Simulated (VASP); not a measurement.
**TiO₂ (relaxed from the cotunnite structure, space group Pnma): computed properties**

All values below come from r2SCAN meta-GGA, VASP's PBE PAW potentials (set 64) (plane waves; VASP).

```
Property                                                                                             Result
---------------------------------------------  ------------------------------------------------------------
space group                                                                                       Pnma (62)
cell                                           a = 5.2147 Å, b = 3.1499 Å, c = 6.2333 Å, α = β = γ = 90.00°
volume per atom                                                                               8.53 Å^3/atom
band gap (over mesh and band path)                                                                  2.19 eV
smallest direct gap (over mesh and band path)                                                       2.26 eV
density                                                                                          5.18 g/cm³
```

Space group Pnma (No. 62); a = 5.2147 Å, b = 3.1499 Å, c = 6.2333 Å, α = 90.00°, β = 90.00°, γ = 90.00°

| atom | site | symmetry | x | y | z |
|---|---|---|---|---|---|
| Ti | 4c | .m. | 0.2479 | 0.2500 | 0.8951 |
| O | 4c | .m. | 0.1370 | 0.2500 | 0.5811 |
| O | 4c | .m. | 0.0154 | 0.2500 | 0.1538 |

The structure was generated: TiO2 was put into the cotunnite type (Pnma), which need not be its known phase. It was relaxed first. Symmetry was kept, so distortions that lower it aren't found.
